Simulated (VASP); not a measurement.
# LaCoPO: the relaxed cell at several levels of theory, part 3 of 3

Aim: relax LaCoPO at several levels of theory and compare the cells. The starting structure is a computed structure from the Materials Project. The first relaxation on each setting starts from this cell expanded by 3 % in volume.

VASP 6.6.1.

Results so far: PBEsol 15.79 Å³ an atom; LDA 15.40 Å³ an atom; PBE 16.47 Å³ an atom; PBEsol + D3(BJ) 15.26 Å³ an atom; r2SCAN 16.32 Å³ an atom.

**7. Relaxation with PBEsol+U (Co d 3.32 eV)**

Level of this step: PBEsol, DFT+U (Co d 3.32 eV), spin-polarised from a ferromagnetic start; plane waves and PAW (La, Co, P, O) (VASP).

The U is chosen by hand, not computed for this crystal, and pushes the named shell towards whole occupations. This run starts from the cell of an earlier relaxation, which isn't shown; the restart sets up the plane waves anew.

The input, INCAR:

```
SYSTEM = LaCoPO
PREC = Accurate
ENCUT = 520
EDIFF = 1E-06
NELM = 150
ISMEAR = 0
SIGMA = 0.05
LREAL = .FALSE.
ALGO = Normal
GGA = PS
NBANDS = 46
ISPIN = 2
MAGMOM = 0 0 2 2 0 0 0 0
LDAU = .TRUE.
LDAUTYPE = 2
LDAUL = -1 2 -1 -1
LDAUU = 0 3.32 0 0
LDAUJ = 0 0 0 0
LDAUPRINT = 1
LASPH = .TRUE.
LMAXMIX = 6
AMIX = 0.2
BMIX = 1E-04
AMIX_MAG = 0.8
BMIX_MAG = 1E-04
LORBIT = 11
LWAVE = .FALSE.
LCHARG = .FALSE.
KPAR = 8
IBRION = 2
NSW = 50
ISIF = 3
EDIFFG = -0.006
```

The input, POSCAR:

```
LaCoPO
1.0
    3.9258189283      0.0000000000      0.0000000000
    0.0000000000      3.9258189283      0.0000000000
    0.0000000000      0.0000000000      8.1609856696
La Co P O
2 2 2 2
Direct
    0.5000000000      0.0000000000      0.1545725867
    0.0000000000      0.5000000000      0.8454274133
    0.0000000000      0.0000000000      0.5000000000
    0.5000000000      0.5000000000      0.5000000000
    0.0000000000      0.5000000000      0.3800250145
    0.5000000000      0.0000000000      0.6199749855
    0.5000000000      0.5000000000      0.0000000000
    0.0000000000      0.0000000000      0.0000000000
```

The input, KPOINTS:

```
Automatic mesh
0
Gamma
8 8 4
0 0 0
```

The projector-augmented-wave data sets are La, Co, P and O (PBE family, release 64).

Command:

```bash
mpirun -np 8 vasp_std
```

The log of the run:

```text
[... set-up lines as in an earlier step ...]
 entering main loop
       N       E                     dE             d eps       ncg     rms          rms(c)
DAV:   1     0.651618662149E+03    0.65162E+03   -0.23201E+04  8542   0.199E+03
DAV:   2     0.114725461924E+03   -0.53689E+03   -0.47524E+03  9056   0.365E+02
DAV:   3    -0.438005384683E+02   -0.15853E+03   -0.14708E+03 11246   0.193E+02
DAV:   4    -0.655351502618E+02   -0.21735E+02   -0.20646E+02 14574   0.787E+01
[...]
DAV:  20    -0.587466090336E+02   -0.55189E-05   -0.27468E-05 16016   0.257E-02    0.638E-03
DAV:  21    -0.587466108512E+02   -0.18177E-05   -0.13895E-05 14544   0.165E-02    0.373E-03
DAV:  22    -0.587466110540E+02   -0.20273E-06   -0.14976E-06  8448   0.769E-03
   1 F= -.58746611E+02 E0= -.58745425E+02  d E =-.587466E+02  mag=     1.4160
[...]
reached required accuracy - stopping structural energy minimisation
```

Wall time 61 s (8 MPI ranks of AMD EPYC 9R45, shared host); peak memory 4.5 GiB; 8 min of CPU time.

Parts of OUTCAR (step 7):

```text
  Total        0.0111283      0.0111283     -0.0140016      0.0000000      0.0000000     -0.0000000
  in kB        0.1417542      0.1417542     -0.1783547      0.0000000      0.0000000     -0.0000000
  external PRESSURE =       0.0350513 kB  Pullay stress =       0.0000000 kB

 POSITION                                       TOTAL-FORCE (eV/Angst)
 -----------------------------------------------------------------------------------
      1.96291      0.00000      1.26146         0.000000     -0.000000      0.004364
      0.00000      1.96291      6.89952         0.000000      0.000000     -0.004364
      0.00000      0.00000      4.08049         0.000000     -0.000000      0.000000
      1.96291      1.96291      4.08049        -0.000000      0.000000      0.000000
      0.00000      1.96291      3.10138         0.000000     -0.000000     -0.000826
      1.96291      0.00000      5.05961        -0.000000     -0.000000      0.000826
      1.96291      1.96291      0.00000        -0.000000     -0.000000      0.000000
      0.00000      0.00000      0.00000         0.000000      0.000000      0.000000
 -----------------------------------------------------------------------------------
    total drift:                                0.000000      0.000000      0.000000

  FREE ENERGIE OF THE ION-ELECTRON SYSTEM (eV)
  ---------------------------------------------------
  free  energy   TOTEN  =       -58.7466110540 eV

  energy  without entropy=      -58.7442384317  energy(sigma->0) =      -58.74542474

 magnetization (x)
# of ion       s       p       d       f       tot
--------------------------------------------------
    1       -0.000   0.000   0.002  -0.000   0.002
    2       -0.000   0.000   0.002  -0.000   0.002
    3        0.011  -0.002   0.731   0.000   0.740
    4        0.011  -0.002   0.731   0.000   0.740
    5        0.000  -0.002   0.000   0.000  -0.002
    6        0.000  -0.002   0.000   0.000  -0.002
    7       -0.000   0.001   0.000   0.000   0.001
    8       -0.000   0.001   0.000   0.000   0.001
--------------------------------------------------
tot          0.020  -0.007   1.467  -0.000   1.480

[... 2 parts as in an earlier step ...]

[... 2 further parts left out ...]
[key lines of the parts left out:]
E-fermi :   8.6990
```

With PBEsol+U (Co d 3.32 eV) the relaxed cell holds 15.722 Å³ an atom, -4.47 % against the starting cell, with a = 3.926 Å and c = 8.161 Å. That is -0.41 % from PBEsol.

**8. Relaxation with LDA+U (Co d 3.32 eV)**

This run starts from the cell of an earlier relaxation, which isn't shown; the restart sets up the plane waves anew.

Changes to INCAR since step 7:

```diff
@@ -9,3 +9,3 @@
 ALGO = Normal
-GGA = PS
+GGA = CA
 NBANDS = 46
```

The input, POSCAR:

```
LaCoPO
1.0
    3.8815874759      0.0000000000      0.0000000000
    0.0000000000      3.8815874759      0.0000000000
    0.0000000000      0.0000000000      8.1369258265
La Co P O
2 2 2 2
Direct
    0.5000000000      0.0000000000      0.1553432809
    0.0000000000      0.5000000000      0.8446567191
    0.0000000000      0.0000000000      0.5000000000
    0.5000000000      0.5000000000      0.5000000000
    0.0000000000      0.5000000000      0.3798762708
    0.5000000000      0.0000000000      0.6201237292
    0.5000000000      0.5000000000      0.0000000000
    0.0000000000      0.0000000000      0.0000000000
```

KPOINTS is that of step 7.

PAW data sets: La, Co, P and O (LDA family, release 64).

Command:

```bash
mpirun -np 8 vasp_std
```

The log of the run:

```text
[... set-up lines as in an earlier step ...]
 entering main loop
       N       E                     dE             d eps       ncg     rms          rms(c)
DAV:   1     0.646426362537E+03    0.64643E+03   -0.23161E+04  8550   0.202E+03
DAV:   2     0.113058599066E+03   -0.53337E+03   -0.47163E+03  9040   0.370E+02
DAV:   3    -0.465397907431E+02   -0.15960E+03   -0.14733E+03 11236   0.197E+02
DAV:   4    -0.684512498178E+02   -0.21911E+02   -0.20864E+02 14488   0.805E+01
[...]
DAV:  17    -0.619008395834E+02   -0.44669E-05   -0.21965E-05 14304   0.399E-02    0.121E-02
DAV:  18    -0.619008417216E+02   -0.21381E-05   -0.49549E-06 11248   0.183E-02    0.613E-03
DAV:  19    -0.619008421671E+02   -0.44559E-06   -0.13511E-06  8264   0.102E-02
   1 F= -.61900842E+02 E0= -.61899990E+02  d E =-.619008E+02  mag=     1.3632
[...]
reached required accuracy - stopping structural energy minimisation
```

Elapsed: 48 s, on 8 MPI ranks; peak memory 3.9 GiB; 6.3 min of CPU time.

From OUTCAR (step 8):

```text
  Total        0.0309561      0.0309561     -0.0251045      0.0000000     -0.0000000      0.0000000
  in kB        0.4045554      0.4045554     -0.3280824      0.0000000     -0.0000000      0.0000000
  external PRESSURE =       0.1603428 kB  Pullay stress =       0.0000000 kB

 POSITION                                       TOTAL-FORCE (eV/Angst)
 -----------------------------------------------------------------------------------
      1.94079      0.00000      1.26402         0.000000      0.000000     -0.003121
      0.00000      1.94079      6.87291        -0.000000      0.000000      0.003121
      0.00000      0.00000      4.06846        -0.000000      0.000000      0.000000
      1.94079      1.94079      4.06846        -0.000000     -0.000000      0.000000
      0.00000      1.94079      3.09103         0.000000      0.000000      0.003635
      1.94079      0.00000      5.04590        -0.000000      0.000000     -0.003635
      1.94079      1.94079      0.00000         0.000000     -0.000000      0.000000
      0.00000      0.00000      0.00000        -0.000000      0.000000      0.000000
 -----------------------------------------------------------------------------------
    total drift:                                0.000000      0.000000      0.000000

  FREE ENERGIE OF THE ION-ELECTRON SYSTEM (eV)
  ---------------------------------------------------
  free  energy   TOTEN  =       -61.9008421671 eV

  energy  without entropy=      -61.8991378413  energy(sigma->0) =      -61.89999000

 magnetization (x)
# of ion       s       p       d       f       tot
--------------------------------------------------
    1       -0.000   0.001   0.003   0.001   0.004
    2       -0.000   0.001   0.003   0.001   0.004
    3        0.011   0.001   0.679   0.000   0.690
    4        0.011   0.001   0.679   0.000   0.690
    5        0.000   0.002   0.000   0.000   0.002
    6        0.000   0.002   0.000   0.000   0.002
    7       -0.000   0.001   0.000   0.000   0.001
    8       -0.000   0.001   0.000   0.000   0.001
--------------------------------------------------
tot          0.022   0.010   1.362   0.001   1.395

[... 2 parts as in an earlier step ...]

[... 2 further parts left out ...]
[key lines of the parts left out:]
E-fermi :   8.9374
```

With LDA+U (Co d 3.32 eV) the relaxed cell holds 15.325 Å³ an atom, -6.88 % against the starting cell, with a = 3.882 Å and c = 8.137 Å. That is -2.93 % from PBEsol.

**9. Comparison**

```
                  level  volume (Å³/atom)  against the starting cell (%)   a (Å)   c (Å)  pressure left (GPa)  core minutes
                 PBEsol            15.788                          -4.07  3.8905  8.3443                 0.02         197.0
                    LDA            15.403                          -6.41  3.8496  8.3153                  0.0         123.0
                    PBE            16.466                           0.05  3.9523  8.4329                 0.03          65.3
        PBEsol + D3(BJ)            15.262                          -7.26  3.8547  8.2175                 0.05          98.3
                 r2SCAN             16.32                          -0.84  3.9441  8.3928                  0.0         305.0
PBEsol+U (Co d 3.32 eV)            15.722                          -4.47  3.9258   8.161                  0.0          66.9
   LDA+U (Co d 3.32 eV)            15.325                          -6.88  3.8816  8.1369                 0.02          53.9
```

Core minutes are wall time times ranks, summed over the relaxations behind a row (those for a bulk modulus apart), on shared hosts.

**10. Summary of results**

- volume, PBEsol: 15.79 Å³/atom
- volume, LDA: 15.40 Å³/atom
- volume, PBE: 16.47 Å³/atom
- volume, PBEsol + D3(BJ): 15.26 Å³/atom
- volume, r2SCAN: 16.32 Å³/atom
- volume, PBEsol+U (Co d 3.32 eV): 15.72 Å³/atom
- volume, LDA+U (Co d 3.32 eV): 15.32 Å³/atom

Across 7 levels the volume of LaCoPO spans 7.9 %, from 15.26 Å³ an atom (PBEsol + D3(BJ)) to 16.47 Å³ (PBE). Adding D3(BJ) to PBEsol changes the volume by -3.3 %. The cell's total moment differs too, from 0.5 to 1.4 μB, so the levels compare different magnetic states. The largest site moment differs between levels, from 0.26 to 0.74 μB, which bears on the volume too. All runs keep the symmetry of the start, so they can't find a distortion of lower symmetry. Further runs on this material are not shown.

[Lines on the potential files, build, host, timing and source positions are cut from VASP's logs without a mark.]

[Logs are printed without paths, hosts, clocks, repeated set-up lines and the standing remarks that a program may print on its own settings, such as how far it seeks lower states.]

[Hosts, paths, dates, database ids (printed as entryN), source tags and the programs' standing remarks are cut or masked in the printed files.]
